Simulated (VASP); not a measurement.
# LiTi in VASP: a series of runs

The runs below take LiTi through work function, with PBE.

Program: VASP 6.6.1. These are calculated values, not measurements. Logs are shortened: lines on timing, memory, paths and dates and some standing lists are left out, and cuts for length are marked.

### 1 The sheet as given

The cell holds a sheet with vacuum, 2 atoms: a = 3.639 Å, b = 3.639 Å, c = 23.800 Å, α = 90.00°, β = 90.00°, γ = 90.00°.

The cell was built by a generator and needn't be a form met in nature.

### 2 Work function, PBE

INCAR

```
SYSTEM = LiTi
PREC     = Accurate       ! precision mode
ENCUT    = 520            ! plane-wave cutoff, eV
EDIFF    = 1E-6           ! SCF threshold, eV
ISMEAR   = -1             ! smearing method
SIGMA    = 0.05           ! smearing width, eV
LREAL    = .False.        ! projectors in reciprocal space
LASPH    = .True.         ! aspherical terms in the spheres
NELM     = 60             ! most SCF steps
ALGO     = Normal         ! electronic algorithm
ISIF     = 2              ! what is computed and relaxed
LWAVE    = .False.        ! write WAVECAR
LCHARG   = .False.        ! write CHGCAR
LDIPOL   = .True.       
IDIPOL   = 3            
DIPOL    = 0.5 0.5 0.294
GGA      = PE             ! functional
EFIELD   = -0.3         
LVHAR    = .True.       
LVACPOTAV= .True.
```

KPOINTS

```
Automatic mesh
0
Gamma
  7 7 1
  0 0 0
```

POSCAR

```
LiTi
1.0
    3.6389800000      0.0000000000      0.0000000000
    0.0000000000      3.6389800000      0.0000000000
    0.0000000000      0.0000000000     23.8000000000
Li Ti
1 1
Direct
    0.0000000000      0.0000000000      0.2941200000
    0.5000000000      0.5000000000      0.2941200000
```

Potentials or basis: VASP PAW PBE potentials, release 64 (Li_sv, Ti_sv).

The run is started by

```console
cat potpaw_PBE.64/Li_sv/POTCAR potpaw_PBE.64/Ti_sv/POTCAR > POTCAR
mpirun -np 1 vasp_std > vasp.out
```

OUTCAR:

```text
SYSTEM = LiTi
   PREC = Accurate
   ENCUT = 520
   EDIFF = 1E-6
   ISMEAR = -1
   LREAL = .False.
   LASPH = .True.
   NELM = 60
   ISIF = 2
   GGA = PE

 ion  position               nearest neighbor table
   1  0.000  0.000  0.294-   2 2.57   2 2.57   2 2.57   2 2.57
   2  0.500  0.500  0.294-   1 2.57   1 2.57   1 2.57   1 2.57

  LATTYP: Found a simple tetragonal cell.
 ALAT       =     3.6389800000
 C/A-ratio  =     6.5402942583

  Lattice vectors:

 A1 = (   3.6389800000,   0.0000000000,   0.0000000000)
 A2 = (   0.0000000000,   3.6389800000,   0.0000000000)
 A3 = (   0.0000000000,   0.0000000000,  23.8000000000)

Analysis of symmetry for initial positions (statically):
=====================================================================
 Subroutine PRICEL returns:
 Original cell was already a primitive cell.

 Routine SETGRP: Setting up the symmetry group for a
 simple tetragonal supercell.

 Subroutine GETGRP returns: Found 16 space group operations
 (whereof  8 operations were pure point group operations)
 out of a pool of 16 trial point group operations.

The static configuration has the point symmetry C_4v.
 The point group associated with its full space group is D_4h.

Analysis of symmetry for dynamics (positions and initial velocities):
=====================================================================
 An external electric field (EFIELD) may reduce the allowed symmetry operations
 Subroutine PRICEL returns:
 Original cell was already a primitive cell.

 Routine SETGRP: Setting up the symmetry group for a
 simple tetragonal supercell.

 Subroutine GETGRP returns: Found  8 space group operations
 (whereof  8 operations were pure point group operations)
 out of a pool of 16 trial point group operations.

The dynamic configuration has the point symmetry C_4v.

 Subroutine INISYM returns: Found  8 space group operations
 (whereof  8 operations are pure point group operations),
 and found     1 'primitive' translations

----------------------------------------------------------------------------------------

                                     Primitive cell

  volume of cell :     315.1638

  direct lattice vectors                    reciprocal lattice vectors
     3.638980000  0.000000000  0.000000000     0.274802280  0.000000000  0.000000000
     0.000000000  3.638980000  0.000000000     0.000000000  0.274802280  0.000000000
     0.000000000  0.000000000 23.800000000     0.000000000  0.000000000  0.042016807

  length of vectors
     3.638980000  3.638980000 23.800000000     0.274802280  0.274802280  0.042016807

  position of ions in fractional coordinates (direct lattice)
     0.000000000  0.000000000  0.294120000
     0.500000000  0.500000000  0.294120000

  ion indices of the primitive-cell ions
   primitive index   ion index
                 1           1
                 2           2

----------------------------------------------------------------------------------------

 KPOINTS: Automatic mesh

Automatic generation of k-mesh.
 Grid dimensions read from file:
 generate k-points for:    7    7    1

 Generating k-lattice:

  Cartesian coordinates                     Fractional coordinates (reciprocal lattice)
     0.039257469  0.000000000  0.000000000     0.142857143  0.000000000  0.000000000
     0.000000000  0.039257469  0.000000000     0.000000000  0.142857143  0.000000000
     0.000000000  0.000000000  0.042016807     0.000000000  0.000000000  1.000000000

  Length of vectors
     0.039257469  0.039257469  0.042016807

  Shift w.r.t. Gamma in fractional coordinates (k-lattice)
     0.000000000  0.000000000  0.000000000

 Subroutine IBZKPT returns following result:
 ===========================================

 Found     10 irreducible k-points:

 Following reciprocal coordinates:
            Coordinates               Weight
  0.000000  0.000000  0.000000      1.000000
  0.142857  0.000000  0.000000      4.000000
  0.285714  0.000000  0.000000      4.000000
  0.428571  0.000000  0.000000      4.000000
  0.142857  0.142857  0.000000      4.000000
  0.285714  0.142857  0.000000      8.000000
  0.428571  0.142857  0.000000      8.000000
  0.285714  0.285714  0.000000      4.000000
  0.428571  0.285714  0.000000      8.000000
  0.428571  0.428571  0.000000      4.000000
   k-points           NKPTS =     10   k-points in BZ     NKDIM =     10   number of bands    NBANDS=     11
   number of dos      NEDOS =    301   number of ions     NIONS =      2
   total plane-waves  NPLWV = 141120
   dimension x,y,z NGX =    28 NGY =   28 NGZ =  180
   dimension x,y,z NGXF=    56 NGYF=   56 NGZF=  360
   ions per type =               1   1
   NGX,Y,Z   is equivalent  to a cutoff of  12.79, 12.79, 12.57 a.u.
   NGXF,Y,Z  is equivalent  to a cutoff of  25.58, 25.58, 25.15 a.u.
 SYSTEM =  LiTi
   PREC   = accura    normal or accurate (medium, high low for compatibility)
   ISTART =      0    job   : 0-new  1-cont  2-samecut
   ICHARG =      2    charge: 1-file 2-atom 10-const
   ISPIN  =      1    spin polarized calculation?
   LNONCOLLINEAR =      F non collinear calculations
   LSORBIT =      F    spin-orbit coupling
   LASPH  =      T    aspherical Exc in radial PAW
   ENCUT  =  520.0 eV  38.22 Ry    6.18 a.u.   6.77  6.77 44.25*2*pi/ulx,y,z
   NELM   =     60;   NELMIN=  2; NELMDL= -5     # of ELM steps
   EDIFF  = 0.1E-05   stopping-criterion for ELM
   LREAL  =      F    real-space projection
   EDIFFG = 0.1E-04   stopping-criterion for IOM
   NSW    =      0    number of steps for IOM
   IBRION =     -1    ionic relax: 0-MD 1-quasi-New 2-CG
   NFREE  =      0    steps in history (QN), initial steepest desc. (CG)
   ISIF   =      2    stress and relaxation
   ISYM   =      2    0-nonsym 1-usesym 2-fastsym
   POTIM  = 0.5000    time-step for ionic-motion
   TEBEG  =    0.0;   TEEND  =   0.0 temperature during run
   PSTRESS=    0.0 pullay stress
   NELECT =      15.0000    total number of electrons
   NUPDOWN=      -1.0000    fix difference up-down
   EMIN   =  10.00;   EMAX   =-10.00  energy-range for DOS
   EFERMI =   0.00;   METHOD = LEGACY
   ISMEAR =    -1;   SIGMA  =   0.05  broadening in eV -4-tet -1-fermi 0-gaus
   EFERMI_NEDOS =   21; number of points for ismear=-14 and -15
   IALGO  =     38    algorithm
   IMIX   =      4    mixing-type and parameters
     AMIX     =   0.40;   BMIX     =  1.00
     AMIX_MAG =   1.60;   BMIX_MAG =  1.00
  volume/ion in A,a.u.               =     157.58      1063.42
  Fermi-wavevector in a.u.,A,eV,Ry     =   0.593280  1.121137  4.788997  0.351981
  Thomas-Fermi vector in A             =   1.642418
   LORBIT       =      0    0 simple, 1 ext, 2 COOP (PROOUT), +10 PAW based schemes
   GGA     = PE    functional components
   LHFCALC =     F    Hartree Fock is set to
   AEXX    =    0.0000 exact exchange contribution
   IVDW    =     0    specifies the selected vdW correction
   LEPSILON=     F    determine dielectric tensor
   LRPA    =     F    only Hartree local field effects (RPA)
 non-spin polarized calculation
  energy-cutoff  :      520.00
  volume of cell :      315.16
 maximum number of plane-waves:      8534
 NGX is ok and might be reduce to    28
   NGX = 13   NGY = 13   NGZ = 89

 number of electron      14.9999992 magnetization

 dipolmoment           0.000000      0.000000     -0.094474 electrons x Angstroem

 Free energy of the ion-electron system (eV)
  ---------------------------------------------------
  ext. energy  EPLUGINS =         0.00000000
  ---------------------------------------------------
  free energy    TOTEN  =        -5.41806704 eV

  energy without entropy =       -5.35744162  energy(sigma->0) =       -5.38775433

 E-fermi :  -3.0492     XC(G=0):  -1.8292

 val. band max:       -3.0606259735   @ k =   0.1429   0.0000   0.0000
 cond. band min:      -2.9829776155   @ k =   0.4286   0.0000   0.0000
 fundamental gap:      0.0776483581
 Fermi energy:        -3.0491786866

 k-point     1 :       0.0000    0.0000    0.0000
  band No.  band energies     occupation
      1     -60.4308      2.00000
      2     -49.0115      2.00000
      3     -37.0017      2.00000
      4     -36.5207      2.00000
      5     -36.5207      2.00000
      6      -6.1982      2.00000
      7      -3.3671      1.99654
      8      -2.9255      0.15540
      9      -2.7539      0.00543
     10      -2.1766      0.00000
     11      -2.1766      0.00000

 k-point     2 :       0.1429    0.0000    0.0000
  band No.  band energies     occupation
      1     -60.4303      2.00000
      2     -49.0116      2.00000
      3     -37.0012      2.00000
      4     -36.5268      2.00000
      5     -36.5201      2.00000
      6      -5.9935      2.00000
      7      -3.3373      1.99374
      8      -3.0606      1.11398
      9      -2.7140      0.00245
     10      -2.1595      0.00000
     11      -2.0398      0.00000

 k-point     3 :       0.2857    0.0000    0.0000
  band No.  band energies     occupation
      1     -60.4294      2.00000
      2     -49.0119      2.00000
      3     -36.9999      2.00000
      4     -36.5403      2.00000
      5     -36.5187      2.00000
      6      -5.4689      2.00000
      7      -3.2902      1.98399
      8      -3.2384      1.95555
      9      -2.5584      0.00011
     10      -2.4465      0.00001
     11      -2.1209      0.00000
[... 71 lines left out ...]
 k-point     9 :       0.4286    0.2857    0.0000
  band No.  band energies     occupation
      1     -60.4272      2.00000
      2     -49.0112      2.00000
      3     -36.9972      2.00000
      4     -36.5516      2.00000
      5     -36.5396      2.00000
      6      -3.8235      2.00000
      7      -3.2086      1.92073
      8      -3.1213      1.61756
      9      -2.6582      0.00080
     10      -2.5056      0.00004
     11      -2.3269      0.00000

 k-point    10 :       0.4286    0.4286    0.0000
  band No.  band energies     occupation
      1     -60.4265      2.00000
      2     -49.0107      2.00000
      3     -36.9962      2.00000
      4     -36.5520      2.00000
      5     -36.5516      2.00000
      6      -3.3843      1.99755
      7      -2.9387      0.19776
      8      -2.8666      0.05055
      9      -2.6134      0.00033
     10      -2.3478      0.00000
     11      -2.2522      0.00000

------------------------ aborting loop because EDIFF is reached ----------------------------------------

  FORCE on cell =-STRESS in cart. coord.  units (eV):
  Direction    XX          YY          ZZ          XY          YZ          ZX
  --------------------------------------------------------------------------------------
  -------------------------------------------------------------------------------------
  Total       -0.0396389     -0.0396389     -0.0521363      0.0000000      0.0000000      0.0000000
  in kB       -0.2015096     -0.2015096     -0.2650419      0.0000000      0.0000000      0.0000000
  external PRESSURE =      -0.2226870 kB  Pullay stress =       0.0000000 kB

 VOLUME and BASIS-vectors are now :
 -----------------------------------------------------------------------------
  energy-cutoff  :      520.00
  volume of cell :      315.16
      direct lattice vectors                 reciprocal lattice vectors
     3.638980000  0.000000000  0.000000000     0.274802280  0.000000000  0.000000000
     0.000000000  3.638980000  0.000000000     0.000000000  0.274802280  0.000000000
     0.000000000  0.000000000 23.800000000     0.000000000  0.000000000  0.042016807

 POSITION                                       TOTAL-FORCE (eV/Angst)
 -----------------------------------------------------------------------------------
      0.00000      0.00000      7.00006         0.000000      0.000000     -0.031807
      1.81949      1.81949      7.00006        -0.000000     -0.000000      0.031807
 -----------------------------------------------------------------------------------
    total drift:                                0.000000      0.000000     -0.000461

  FREE ENERGIE OF THE ION-ELECTRON SYSTEM (eV)
  ---------------------------------------------------
  free  energy   TOTEN  =        -5.4180670403 eV

  energy  without entropy=       -5.3574416214  energy(sigma->0) =       -5.38775433
```

Run time: 30 s. Hardware: 1 thread of Intel Xeon 6975P-C (Granite Rapids), shared host; peak memory 0.37 GiB.

Results:

```yaml
Free_energy: -5.4181 eV
Largest_force: 0.032 eV/Å
Band_gap_on_the_k_mesh: none (metal or under the smearing width)
```

Forces on the atoms (eV/Å):
```
Li   0.000  0.000 -0.032
Ti   0.000  0.000  0.032
```

Caveat: the cutoff is under 1.25 times the usual one of these potentials, so pressure, stress and relaxed cells hold a basis-set (Pulay) error.

### 3 Work function, PBE

Changes to INCAR since step 2:

```diff
@@ -17,3 +17,3 @@
 GGA      = PE             ! functional
-EFIELD   = -0.3         
+EFIELD   = -0.1         
 LVHAR    = .True.
```

KPOINTS is that of step 2.

POSCAR is that of step 2.

Potentials or basis: VASP PAW PBE potentials, release 64 (Li_sv, Ti_sv).

The run is started by

```console
cat potpaw_PBE.64/Li_sv/POTCAR potpaw_PBE.64/Ti_sv/POTCAR > POTCAR
mpirun -np 1 vasp_std > vasp.out
```

OUTCAR:

```text
SYSTEM = LiTi
   PREC = Accurate
   ENCUT = 520
   EDIFF = 1E-6
   ISMEAR = -1
   LREAL = .False.
   LASPH = .True.
   NELM = 60
   ISIF = 2
   GGA = PE

 ion  position               nearest neighbor table
   1  0.000  0.000  0.294-   2 2.57   2 2.57   2 2.57   2 2.57
   2  0.500  0.500  0.294-   1 2.57   1 2.57   1 2.57   1 2.57

  LATTYP: Found a simple tetragonal cell.
 ALAT       =     3.6389800000
 C/A-ratio  =     6.5402942583

  Lattice vectors:

 A1 = (   3.6389800000,   0.0000000000,   0.0000000000)
 A2 = (   0.0000000000,   3.6389800000,   0.0000000000)
 A3 = (   0.0000000000,   0.0000000000,  23.8000000000)

Analysis of symmetry for initial positions (statically):
=====================================================================
 Subroutine PRICEL returns:
 Original cell was already a primitive cell.

 Routine SETGRP: Setting up the symmetry group for a
 simple tetragonal supercell.

 Subroutine GETGRP returns: Found 16 space group operations
 (whereof  8 operations were pure point group operations)
 out of a pool of 16 trial point group operations.

[... 164 lines left out ...]
      4     -36.5127      2.00000
      5     -36.5127      2.00000
      6      -6.1919      2.00000
      7      -3.3592      1.99650
      8      -2.8990      0.10870
      9      -2.7657      0.00797
     10      -2.1698      0.00000
     11      -2.1698      0.00000
[... 113 lines left out ...]
 k-point    10 :       0.4286    0.4286    0.0000
  band No.  band energies     occupation
      1     -60.4188      2.00000
      2     -49.0016      2.00000
      3     -36.9891      2.00000
      4     -36.5440      2.00000
      5     -36.5436      2.00000
      6      -3.3768      1.99754
      7      -2.9324      0.20150
      8      -2.8602      0.05155
      9      -2.6067      0.00033
     10      -2.3409      0.00000
     11      -2.2453      0.00000

------------------------ aborting loop because EDIFF is reached ----------------------------------------

  FORCE on cell =-STRESS in cart. coord.  units (eV):
  Direction    XX          YY          ZZ          XY          YZ          ZX
  --------------------------------------------------------------------------------------
  -------------------------------------------------------------------------------------
  Total       -0.0472036     -0.0472036     -0.0289464      0.0000000     -0.0000000      0.0000000
  in kB       -0.2399658     -0.2399658     -0.1471530      0.0000000     -0.0000000      0.0000000
  external PRESSURE =      -0.2090282 kB  Pullay stress =       0.0000000 kB

 VOLUME and BASIS-vectors are now :
 -----------------------------------------------------------------------------
  energy-cutoff  :      520.00
  volume of cell :      315.16
      direct lattice vectors                 reciprocal lattice vectors
     3.638980000  0.000000000  0.000000000     0.274802280  0.000000000  0.000000000
     0.000000000  3.638980000  0.000000000     0.000000000  0.274802280  0.000000000
     0.000000000  0.000000000 23.800000000     0.000000000  0.000000000  0.042016807

 POSITION                                       TOTAL-FORCE (eV/Angst)
 -----------------------------------------------------------------------------------
      0.00000      0.00000      7.00006         0.000000     -0.000000     -0.010597
      1.81949      1.81949      7.00006        -0.000000      0.000000      0.010597
 -----------------------------------------------------------------------------------
    total drift:                                0.000000      0.000000     -0.000515

  FREE ENERGIE OF THE ION-ELECTRON SYSTEM (eV)
  ---------------------------------------------------
  free  energy   TOTEN  =        -5.4054839654 eV

  energy  without entropy=       -5.3450502809  energy(sigma->0) =       -5.37526712

 vacuum level on the upper side and lower side of the slab         1.715         0.425
```

OSZICAR:

```text
N       E                     dE             d eps       ncg     rms          rms(c)
DAV:   1     0.683621113274E+02    0.68362E+02   -0.74892E+03   308   0.946E+02
DAV:   2     0.824581997317E+01   -0.60116E+02   -0.56765E+02   261   0.237E+02
DAV:   3    -0.573110213439E+01   -0.13977E+02   -0.13747E+02   431   0.847E+01
[... 15 lines left out ...]
DAV:  19    -0.540545615064E+01   -0.45790E-04   -0.39218E-06   225   0.809E-03    0.105E-03
DAV:  20    -0.540547437703E+01   -0.18226E-04   -0.14906E-06   194   0.467E-03    0.392E-04
DAV:  21    -0.540548057238E+01   -0.61954E-05   -0.47949E-07   152   0.247E-03    0.293E-04
DAV:  22    -0.540548348464E+01   -0.29123E-05   -0.26951E-07   149   0.173E-03    0.167E-04
DAV:  23    -0.540548396543E+01   -0.48079E-06   -0.65702E-08   119   0.109E-03
   1 F= -.54054840E+01 E0= -.53752671E+01  d E =-.604337E-01
```

Wall time 29 s (1 thread of Intel Xeon 6975P-C (Granite Rapids), shared host); peak memory 0.36 GiB.

What came out:

| Property | Result |
| --- | --- |
| Free energy | -5.4055 eV |
| Largest force | 0.011 eV/Å |
| Band gap on the k mesh | none (metal or under the smearing width) |
| Work function of the upper face | 4.76 eV |
| Work function of the lower face | 3.47 eV |

Forces in eV/Å, atoms in the order of the input:
```
Li   0.000  0.000 -0.011
Ti   0.000  0.000  0.011
```

Levels at points of the mesh, in eV from the Fermi level:
```tsv
k point	band 5	band 6	band 7	band 8	band 9	band 10	band 11
(0.00, 0.00, 0.00)	-33.47	-3.15	-0.32	0.14	0.28	0.87	0.87
```

Caveat: the cutoff is under 1.25 times the usual one of these potentials, so pressure, stress and relaxed cells hold a basis-set (Pulay) error.

(Part 1 of 3 ends here.)
